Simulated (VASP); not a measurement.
Calculation: r2SCAN meta-GGA, VASP's PBE PAW potentials (set 64) (plane waves; VASP).

Input for VASP

### INCAR
```
# general
SYSTEM  = MgSe
PREC    = Accurate
ENCUT   = 400
LREAL   = .FALSE.
LASPH   = .TRUE.

# electronic loop
EDIFF   = 1E-6
NELM    = 100
ALGO    = Normal
LMAXMIX = 4
LMIXTAU = .TRUE.

# smearing
ISMEAR  = 0
SIGMA   = 0.05

# functional
METAGGA = R2SCAN

# ions
IBRION  = 2
NSW     = 60
ISIF    = 3
EDIFFG  = -0.01

# output
LWAVE   = .FALSE.
LCHARG  = .FALSE.
```

KPOINTS:
```
Automatic
0
gamma
  7 7 4
```

POSCAR:
```
MgSe
1.0
  4.2151927213   0.0000000000   0.0000000000
 -2.1075963606   3.6504641194   0.0000000000
  0.0000000000   0.0000000000   6.8064825901
Mg Se
2 2
Cart
 -0.0000021076   2.4336439631   6.7935349613
  2.1075984683   1.2168201563   3.3902936663
 -0.0000021076   2.4336439631   2.5653786001
  2.1075984683   1.2168201563   5.9686198951
```

POTCAR, in this order: Mg Se (PBE.64 set). Program: vasp_std.

What will the output report for the number of irreducible k-points (NKPTS), number of bands (NBANDS), largest plane-wave count, number of space-group operations, FFT grid (NGX, NGY, NGZ)?

| Quantity | Value |
|---|---|
| number of irreducible k-points (NKPTS) | 24 |
| number of bands (NBANDS) | 12 |
| largest plane-wave count | 1915 |
| number of space-group operations | 12 |
| FFT grid (NGX, NGY, NGZ) | 28 × 28 × 48 |

The structure was generated: MgSe was put into the wurtzite type (P6_3mc), which need not be its known phase. It was relaxed first. The start is the result of an earlier pass.
